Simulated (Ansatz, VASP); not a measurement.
# BaZrP: VASP beside Ansatz

```
Ba Zr P
1.0
     3.90012    0.00000    0.00000
     0.00000    3.90012    0.00000
     0.00000    0.00000    5.01676
Ba Zr P
1 1 1
Direct
  0.50000 0.50000 0.00000
  0.00000 0.00000 0.00000
  0.00000 0.00000 0.50000
```

Alike in both runs: task single point; functional PBE; k mesh 4 × 4 × 4; occupations gaussian, width 0.1 eV; no spin polarisation.

|  | VASP | Ansatz |
| --- | --- | --- |
| version | VASP 6.6.1 | Ansatz 0.2.0 |
| potentials or method | VASP PAW PBE potentials, release 64 (Ba_sv, Zr_sv, P) | scalar-relativistic, plane waves, PAW |
| plane-wave cutoff (eV) | 520 | 420 |
| valence electrons in the cell | 27 | 27 |

Ansatz gave:

```
gap on the k mesh at the Fermi level (eV)       : none
pressure (GPa)                                  : 11.4
largest component of the traceless stress (GPa) : 15.30
```

Question: Which values does VASP return?

Answer: gap on the k mesh at the Fermi level (eV): none; pressure (GPa): 13.4; largest component of the traceless stress (GPa): 17.24.

A gap of «none» marks a metal or a gap that the smearing closes.

Caveats: the k mesh is coarse (spacing up to 0.40 Å⁻¹), so the values aren't converged. The runs have no spin-orbit coupling, so splittings on Ba are missing.
